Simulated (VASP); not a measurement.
An input for Ansatz (written as the equivalent of a VASP run, and not itself run):

Ansatz 0.2 input:
```yaml
crystal:
  lattice:
    - [0.0000000, 2.4944351, 2.4944351]
    - [2.4944351, 0.0000000, 2.4944351]
    - [2.4944351, 2.4944351, 0.0000000]
  atoms:
    - { symbol: Pb, position: [0.0000000, 0.0000000, 0.0000000] }
    - { symbol: O, position: [0.2500000, 0.2500000, 0.2500000] }
kpoints:
  mp_grid: { grid: [13, 13, 13] }
hamiltonian:
  xc: pbesol
  pseudopotentials: { kind: paw }
scf:
  occupations: { method: methfessel_paxton, width: 0.1 }
  max_iter: 100
relax:
  max_steps: 40
  f_tol: 0.02
  cell: { p_target: 45 }
output: { forces: true, stress: true, eigenvalues: true }
```

Q: Write the VASP files for the same calculation (PBEsol).

A: One answer among several that fit: 
File POSCAR:
```
PbO
1
    0.0000000000     2.4944350755     2.4944350755
    2.4944350755     0.0000000000     2.4944350755
    2.4944350755     2.4944350755    -0.0000000000
Pb O
1 1
Direct
  0.0000000000   0.0000000000   0.0000000000
  0.2500000000   0.2500000000   0.2500000000
```

### KPOINTS
```
Automatic mesh
0
Gamma
13 13 13
0 0 0
```

### INCAR
```
SIGMA=0.1   # width (eV)
ISIF=3   # ions, shape and volume
EDIFFG=-0.02
ISMEAR=1
LMAXMIX=4
ALGO=Normal   # blocked Davidson
PSTRESS=450
PREC=Accurate
SYSTEM=PbO
ENCUT=620   # plane-wave cut-off (eV)
NELM=100   # most electronic steps
IBRION=2   # conjugate gradients
LREAL=.FALSE.
LWAVE=.FALSE.
NSW=40
LCHARG=.FALSE.
EDIFF=1E-6   # SCF stop (eV)
LASPH=.TRUE.   # aspherical one-centre terms
GGA=PS   # PBEsol
```

POTCAR, in this order: Pb_d O (PBE.64 set). Program: vasp_std.

Limits of the translation: each code has its own PAW files, so the cut-off isn't converted (ENCUT is set for VASP's; basis.ecutwfc is left out, and Ansatz then takes the one that its files recommend); Ansatz stops its SCF on the density residual and VASP on the energy change (EDIFF).

The structure was generated: PbO was put into the zinc blende type (F-43m), which need not be its known phase. It was relaxed first under an external pressure of 45 GPa.
